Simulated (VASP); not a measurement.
Output of a VASP run:

**OSZICAR**
```
       N       E                     dE             d eps       ncg     rms          rms(c)
DAV:   1     0.586058608215E+02    0.58606E+02   -0.84483E+03   720   0.138E+03
DAV:   2    -0.341308391803E+02   -0.92737E+02   -0.85314E+02  1056   0.235E+02
DAV:   3    -0.381012950894E+02   -0.39705E+01   -0.39521E+01   948   0.519E+01
DAV:   4    -0.381286292479E+02   -0.27334E-01   -0.27329E-01   820   0.524E+00
DAV:   5    -0.381289435529E+02   -0.31431E-03   -0.31430E-03   920   0.555E-01    0.127E+01
DAV:   6    -0.329177484227E+02    0.52112E+01   -0.18156E+01   840   0.327E+01    0.454E+00
DAV:   7    -0.328458024726E+02    0.71946E-01   -0.62250E-01   816   0.597E+00    0.283E+00
DAV:   8    -0.327919551784E+02    0.53847E-01   -0.78174E-02   788   0.282E+00    0.364E-01
DAV:   9    -0.327877621054E+02    0.41931E-02   -0.12251E-02   888   0.821E-01    0.203E-01
DAV:  10    -0.327878898360E+02   -0.12773E-03   -0.61300E-04   824   0.201E-01    0.998E-02
DAV:  11    -0.327878527391E+02    0.37097E-04   -0.84505E-05   852   0.817E-02    0.185E-02
DAV:  12    -0.327878525644E+02    0.17478E-06   -0.95106E-07   636   0.903E-03
   1 F= -.30341894E+02 E0= -.30341894E+02  d E =-.303419E+02
```

### OUTCAR
```
------------------------ aborting loop because EDIFF is reached ----------------------------------------
  FORCE on cell =-STRESS in cart. coord.  units (eV):
  Direction    XX          YY          ZZ          XY          YZ          ZX
  --------------------------------------------------------------------------------------
  Total        2.4771000      2.4771000      2.4241050      0.0000000      0.0000000      0.0000000
  in kB      101.2731751    101.2731746     99.1065398      0.0000000      0.0000000      0.0000000
  external PRESSURE =       0.5509632 kB  Pullay stress =     100.0000000 kB
  volume of cell :       39.19
      direct lattice vectors                 reciprocal lattice vectors
     1.524158739 -2.639920369  0.000000000     0.328049820 -0.189399652  0.000000000
     1.524158739  2.639920369  0.000000000     0.328049820  0.189399652  0.000000000
     0.000000000  0.000000000  4.869772594     0.000000000  0.000000000  0.205348398
  FREE ENERGIE OF THE ION-ELECTRON SYSTEM (eV)
  ---------------------------------------------------
  free  energy   TOTEN  =       -32.7878525644 eV

  energy  without entropy=      -32.7878525644  energy(sigma->0) =      -32.78785256
  enthalpy is  TOTEN    =       -30.3418938507 eV   P V=        2.4459587137

 reached required accuracy - stopping structural energy minimisation
```
(Selected blocks of OUTCAR.)

File POSCAR:
```
AlN
1
    1.5241587394    -2.6399203694     0.0000000000
    1.5241587394     2.6399203694     0.0000000000
    0.0000000000     0.0000000000     4.8697725938
Al N
2 2
Direct
  0.6666670000   0.3333330000   0.4998079695
  0.3333330000   0.6666670000   0.9998079695
  0.6666670000   0.3333330000   0.8821920305
  0.3333330000   0.6666670000   0.3821920305
```

**Question.** Write an INCAR and KPOINTS that could have produced this output.

**Answer.** This is not unique; one that fits is the input of the run itself, LDA (Ceperley-Alder, Perdew-Zunger), plane waves, VASP's LDA PAW potentials (set 64).

### INCAR
```
! general
SYSTEM   =  AlN
PREC     =  Accurate
ENCUT    =  620
LREAL    =  .FALSE.
LASPH    =  .TRUE.

! electronic loop
EDIFF    =  1E-6
NELM     =  100
ALGO     =  Normal

! smearing
ISMEAR   =  0
SIGMA    =  0.05

! ions
IBRION   =  2
NSW      =  40
ISIF     =  3
EDIFFG   =  -0.02
PSTRESS  =  100

! output
LWAVE    =  .FALSE.
LCHARG   =  .FALSE.
```

KPOINTS:
```
Regular mesh
0
gamma
8 8 5
0 0 0
```

POTCAR, in this order: Al N (LDA.64 set). Program: vasp_std.

The compound is AlN in the wurtzite structure. It was relaxed first under an external pressure of 10 GPa.
